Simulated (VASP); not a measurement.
Set up this calculation in VASP 6.6.1, as the native input.

```yaml
Task: band structure
Functional: r2SCAN
Potentials_or_basis: VASP PAW PBE potentials, release 64 (Pr_3, Li_sv), 4f in core
Cutoff: 520 eV
k_mesh: 4 × 4 × 4
Occupations: gaussian, width 0.01 eV
Spin: collinear spin, ferromagnetic start, spin-orbit coupling
Starting_moments: "[[0.0, 0.0, 2.0], [0.0, 0.0, 0.0], [0.0, 0.0, 0.0], [0.0, 0.0, 0.0]] μB"
Hubbard_terms: Pr f U = 4 eV
Further_INCAR_settings: ALGO = Normal; EDIFF = 1e-06; NBANDS = 34
```

The structure of Li3Pr lies in POSCAR:

```
Li3Pr
1.0
    0.0000000000      3.6786180000      3.6786180000
    3.6786180000      0.0000000000      3.6786180000
    3.6786180000      3.6786180000      0.0000000000
Pr Li
1 3
Cartesian
    0.0000000000      0.0000000000      0.0000000000
    3.6786180000      3.6786180000      3.6786180000
    5.5179270000      5.5179270000      5.5179270000
    1.8393090000      1.8393090000      1.8393090000
```

The cell comes from a database or a generator and needn't be the stable form of this composition.

The input as run:

INCAR

```
SYSTEM = Li3Pr
PREC = Accurate
ENCUT = 520
EDIFF = 1E-6
ISMEAR = 0
SIGMA = 0.01
LREAL = .False.
LASPH = .True.
NELM = 100
ALGO = Normal
ISIF = 2
LWAVE = .False.
LCHARG = .False.
MAGMOM = 0 0 2 0 0 0 0 0 0 0 0 0
LORBIT = 11
LSORBIT = .True.
GGA_COMPAT = .False.
LORBMOM = .True.
LMAXMIX = 6
LDAU = .True.
LDAUTYPE = 2
LDAUL = 3 -1
LDAUU = 4 0
LDAUJ = 0 0
LDAUPRINT = 1
METAGGA = R2SCAN
LMIXTAU = .True.
NBANDS = 34
```

KPOINTS

```
Automatic mesh
0
Gamma
  4 4 4
  0 0 0
```

KPOINTS_OPT

```
path GXWKGLUWLK,UX
20
line-mode
reciprocal
 0.0000000000  0.0000000000  0.0000000000  G
 0.5000000000  0.0000000000  0.5000000000  X

 0.5000000000  0.0000000000  0.5000000000  X
 0.5000000000  0.2500000000  0.7500000000  W

 0.5000000000  0.2500000000  0.7500000000  W
 0.3750000000  0.3750000000  0.7500000000  K

 0.3750000000  0.3750000000  0.7500000000  K
 0.0000000000  0.0000000000  0.0000000000  G

 0.0000000000  0.0000000000  0.0000000000  G
 0.5000000000  0.5000000000  0.5000000000  L

 0.5000000000  0.5000000000  0.5000000000  L
 0.6250000000  0.2500000000  0.6250000000  U

 0.6250000000  0.2500000000  0.6250000000  U
 0.5000000000  0.2500000000  0.7500000000  W

 0.5000000000  0.2500000000  0.7500000000  W
 0.5000000000  0.5000000000  0.5000000000  L

 0.5000000000  0.5000000000  0.5000000000  L
 0.3750000000  0.3750000000  0.7500000000  K

 0.6250000000  0.2500000000  0.6250000000  U
 0.5000000000  0.0000000000  0.5000000000  X
```

Potentials or basis: VASP PAW PBE potentials, release 64 (Pr_3, Li_sv), 4f in core.

Launch:

```sh
$ cat potpaw_PBE.64/Pr_3/POTCAR potpaw_PBE.64/Li_sv/POTCAR > POTCAR
$ mpirun -np 1 vasp_ncl > vasp.out
```

Results of the run:

```
Net moment                                            : 0.07 μB per cell
Valence electrons inside the program's atomic spheres : Pr 8.63; Li 2.04, 2.06
```

Caveat: the k mesh is coarse (spacing up to 0.37 Å⁻¹), so the values aren't converged; the magnetic or orbital state may not be the lowest; U is put on an f shell that these potentials keep in the core, so it has next to no effect.

It took 47 min on 1 thread of Intel(R) Xeon(R) 6975P-C (Granite Rapids), on a shared host, peak memory 0.64 GiB.
